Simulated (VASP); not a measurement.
Output of a VASP run:

**OSZICAR**
```
       N       E                     dE             d eps       ncg     rms          rms(c)
DAV:   1     0.457214476873E+03    0.45721E+03   -0.30324E+04  1548   0.125E+03
DAV:   2     0.238576368219E+01   -0.45483E+03   -0.44621E+03  1731   0.338E+02
DAV:   3    -0.255857710876E+02   -0.27972E+02   -0.27822E+02  1849   0.827E+01
DAV:   4    -0.259854172228E+02   -0.39965E+00   -0.39898E+00  1775   0.975E+00
DAV:   5    -0.259927444850E+02   -0.73273E-02   -0.73249E-02  1862   0.131E+00    0.187E+01
DAV:   6    -0.241677105804E+02    0.18250E+01   -0.44431E+00  2047   0.192E+01    0.142E+01
DAV:   7    -0.241922551854E+02   -0.24545E-01   -0.21495E+00  1723   0.642E+00    0.585E+00
DAV:   8    -0.241594372950E+02    0.32818E-01   -0.41141E-01  1903   0.497E+00    0.907E-01
DAV:   9    -0.241535653301E+02    0.58720E-02   -0.52082E-02  1910   0.216E+00    0.245E-01
DAV:  10    -0.241538287805E+02   -0.26345E-03   -0.26646E-03  1692   0.228E-01    0.167E-01
DAV:  11    -0.241537836818E+02    0.45099E-04   -0.88596E-05  1902   0.588E-02    0.150E-01
DAV:  12    -0.241538086468E+02   -0.24965E-04   -0.75188E-05  1676   0.627E-02    0.724E-02
DAV:  13    -0.241537917735E+02    0.16873E-04   -0.26184E-04  1873   0.115E-01    0.339E-02
DAV:  14    -0.241537941755E+02   -0.24020E-05   -0.28007E-05  1712   0.320E-02    0.185E-02
DAV:  15    -0.241537946201E+02   -0.44462E-06   -0.14885E-06  1751   0.444E-03    0.573E-03
DAV:  16    -0.241537945309E+02    0.89251E-07   -0.10009E-06  1654   0.616E-03    0.673E-03
DAV:  17    -0.241537946839E+02   -0.15305E-06   -0.16786E-07  1070   0.251E-03    0.418E-03
DAV:  18    -0.241537946878E+02   -0.38581E-08   -0.21018E-08   876   0.934E-04
   1 F= -.24153795E+02 E0= -.24153795E+02  d E =0.000000E+00
```

### OUTCAR
```
------------------------ aborting loop because EDIFF is reached ----------------------------------------
  FORCE on cell =-STRESS in cart. coord.  units (eV):
  Direction    XX          YY          ZZ          XY          YZ          ZX
  --------------------------------------------------------------------------------------
  Total        0.0435486      0.0435486     -0.0155273      0.0000000     -0.0000000      0.0000000
  in kB        0.3476360      0.3476360     -0.1239497      0.0000000     -0.0000000      0.0000000
  external PRESSURE =       0.1904407 kB  Pullay stress =       0.0000000 kB
  volume of cell :      200.71
      direct lattice vectors                 reciprocal lattice vectors
     5.857764683  0.000000000  0.000000000     0.170713583  0.000000000  0.000000000
     0.000000000  5.857764683  0.000000000     0.000000000  0.170713583  0.000000000
     0.000000000  0.000000000  5.849202561     0.000000000  0.000000000  0.170963476
 POSITION                                       TOTAL-FORCE (eV/Angst)
 -----------------------------------------------------------------------------------
      0.00000      0.00000      0.00000        -0.000000      0.000000     -0.000000
      2.92888      2.92888      0.00000         0.000000      0.000000     -0.000000
      1.46444      1.46444      1.48000        -0.000000     -0.000000      0.003326
      4.39332      4.39332      1.48000        -0.000000     -0.000000      0.003326
      4.39332      1.46444      4.36920        -0.000000     -0.000000     -0.003326
      1.46444      4.39332      4.36920        -0.000000     -0.000000     -0.003326
      2.92888      0.00000      2.92460        -0.000000     -0.000000     -0.000000
      0.00000      2.92888      2.92460         0.000000     -0.000000     -0.000000
 -----------------------------------------------------------------------------------
    total drift:                               -0.000000     -0.000000     -0.000000
  FREE ENERGIE OF THE ION-ELECTRON SYSTEM (eV)
  ---------------------------------------------------
  free  energy   TOTEN  =       -24.1537946878 eV

  energy  without entropy=      -24.1537946878  energy(sigma->0) =      -24.15379469

 total charge

# of ion       s       p       d       tot
------------------------------------------
    1        0.674   0.423   9.397  10.494
    2        0.674   0.423   9.397  10.494
    3        1.327   2.334   0.000   3.661
    4        1.327   2.334   0.000   3.661
    5        1.327   2.334   0.000   3.661
    6        1.327   2.334   0.000   3.661
    7        0.435   0.331   9.555  10.321
    8        0.435   0.331   9.555  10.321
--------------------------------------------------
tot          7.526  10.843  37.904  56.272
```
(Selected blocks of OUTCAR.)

### POSCAR
```
Cd2Hg2S4
1
    5.8577646832     0.0000000000     0.0000000000
    0.0000000000     5.8577646832     0.0000000000
   -0.0000000000     0.0000000000     5.8492025607
Hg S Cd
2 4 2
Direct
  0.0000000000   0.0000000000   0.0000000000
  0.5000000000   0.5000000000   0.0000000000
  0.2500000000   0.2500000000   0.2530261186
  0.7500000000   0.7500000000   0.2530261186
  0.7500000000   0.2500000000   0.7469738814
  0.2500000000   0.7500000000   0.7469738814
  0.5000000000   0.0000000000   0.5000000000
  0.0000000000   0.5000000000   0.5000000000
```

Q: Write an INCAR and KPOINTS that could have produced this output.

A: This is not unique; one that fits is the input of the run itself, PBEsol GGA, plane waves, VASP's PBE PAW potentials (set 64).

KPOINTS:
```
kpoints
0
G
 5 5 5
```

### INCAR
```
! general
SYSTEM  = Cd2Hg2S4
PREC    = Accurate
ENCUT   = 400
LREAL   = F
LASPH   = T

! electronic loop
EDIFF   = 1E-7
NELM    = 100
ALGO    = Normal
LMAXMIX = 6

! smearing
ISMEAR  = -5

! functional
GGA     = PS

! ions
ISIF    = 2

! output
LWAVE   = F
LCHARG  = T
LORBIT  = 11
NEDOS   = 601
```

POTCAR, in this order: Hg S Cd (PBE.64 set). Program: vasp_std.

The structure was generated: Cd2Hg2S4 was put into an ordered model structure (P-4m2), which need not be its known phase. It was relaxed first.
